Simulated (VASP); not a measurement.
Data:

```xyz
2
Lattice="2.8263 0.0000 0.0000 0.0000 2.8263 0.0000 0.0000 0.0000 3.5523" Properties=species:S:1:pos:R:3 pbc="T T T"
Cu     0.0000     0.0000     3.5523
Au     1.4381     1.4131     1.7761
```

Level of theory: PBEsol GGA, VASP's PBE PAW potentials (set 64) (plane waves; VASP). Numerical set-up: 480 eV cut-off, 12×12×10 Γ-centred mesh, first-order Methfessel-Paxton smearing of 0.10 eV, potentials Cu Au.

Unless said otherwise, spin-orbit coupling is left out, though it shifts the bands of the heavy elements here.

**Question.** What does the run give for the energy per atom (σ→0), largest force, band gap (on the k-mesh) with the smallest direct gap where there is one?

**Answer.** 
- band gap (on the k-mesh): none (metal, semimetal or under 0.01 eV)
- energy per atom (σ→0): -4.180 eV/atom
- largest force: 0.105 eV/Å

Only differences to runs with the same potentials and settings are physical.

The compound is CuAu in the L1_0 structure. This cell was strained or had an atom moved on purpose.
